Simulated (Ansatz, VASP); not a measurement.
# Two plane-wave programs on Si

```
Si
1.0
    -2.46623    2.46623    1.27609
     2.46623   -2.46623    1.27609
     2.46623    2.46623   -1.27609
Si
2
Direct
  0.25000 0.75000 0.50000
  0.50000 0.50000 0.00000
```

Change from the starting cell: strain +0.040 along x and y, -0.040 along z, atoms carried along.

Alike in both runs: task single point; functional LDA; k mesh 20 × 20 × 20; occupations gaussian, width 0.15 eV; no spin polarisation.

```csv
,VASP,Ansatz
version,VASP 6.6.1,Ansatz 0.2.0
potentials or method,"VASP PAW LDA potentials, release 64 (Si)","scalar-relativistic, plane waves, PAW"
plane-wave cutoff (eV),520,420
valence electrons in the cell,8,8
```

VASP gave:

| Item | Value |
| --- | --- |
| gap on the k mesh at the Fermi level (eV) | none |
| pressure (GPa) | -4.8 |
| largest component of the traceless stress (GPa) | 4.16 |

Task: Estimate Ansatz's values.

Result: gap on the k mesh at the Fermi level (eV): none; pressure (GPa): -4.9; largest component of the traceless stress (GPa): 4.14.

A gap of «none» marks a metal or a gap that the smearing closes.
